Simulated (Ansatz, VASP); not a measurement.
**Li3V in VASP and in Ansatz**

```
Li V
1.0
     4.11403    0.00000    0.00000
     0.00000    4.11403    0.00000
     0.00000    0.00000    4.11403
Li V
3 1
Direct
  0.00000 0.50000 0.50000
  0.50000 0.00000 0.50000
  0.50000 0.50000 0.00000
  0.00000 0.00000 0.00000
```

Alike in both runs: functional PBE; k mesh 6 × 6 × 6; occupations gaussian, width 0.1 eV; collinear spin.

Ansatz relaxed the structure, and its values are those at the end. VASP's run is a single point on that final structure, the one shown.

|  | VASP | Ansatz |
| --- | --- | --- |
| version | VASP 6.6.1 | Ansatz 0.2.0 |
| potentials or method | VASP PAW PBE potentials, release 64 (Li_sv, V_sv) | scalar-relativistic, plane waves, PAW |
| plane-wave cutoff (eV) | 520 | 420 |
| valence electrons in the cell | 22 | 22 |

|  | VASP | Ansatz | Ansatz less VASP |
| --- | --- | --- | --- |
| gap on the k mesh at the Fermi level (eV) | none | none | - |
| net moment per atom (μB) | 1.00 | 1.00 | -0.001 |
| size of the moment on the site where the two differ most (μB) | 0.01 | 0.10 | +0.084 |

Site moments also hang on the region over which each program counts them. A gap of «none» marks a metal or a gap that the smearing closes.
